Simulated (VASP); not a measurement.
Data:

```xyz
1
Lattice="-2.2300 2.2300 2.2300 2.2300 -2.2300 2.2300 2.2300 2.2300 -2.2300" Properties=species:S:1:pos:R:3 pbc="T T T"
Eu     0.0000     0.0000     0.0000
```

All values below come from revPBE GGA, VASP's PBE PAW potentials (set 64) (plane waves; VASP 6.6.1). Settings: 520 eV cut-off, 11×11×11 Γ-centred mesh, first-order Methfessel-Paxton smearing of 0.10 eV, potentials Eu_2.

The 4f electrons are frozen in the core of the lanthanide potential, so 4f levels, which can set the real gap, and their magnetism are missing.

### Question
The job: Eu (bcc), 1 atom, revPBE, static run, 520 eV, 11×11×11 Γ-centred mesh. Roughly how much core time does it take on a busy server core?

### Answer
About 10 core-seconds (one run on a shared machine, a rough figure). It had 56 irreducible k-points, 8 bands, up to 1208 plane waves and 11 electronic steps.

The compound is Eu in the bcc structure. This cell is one point of a volume scan, at 0.94 of the reference volume.
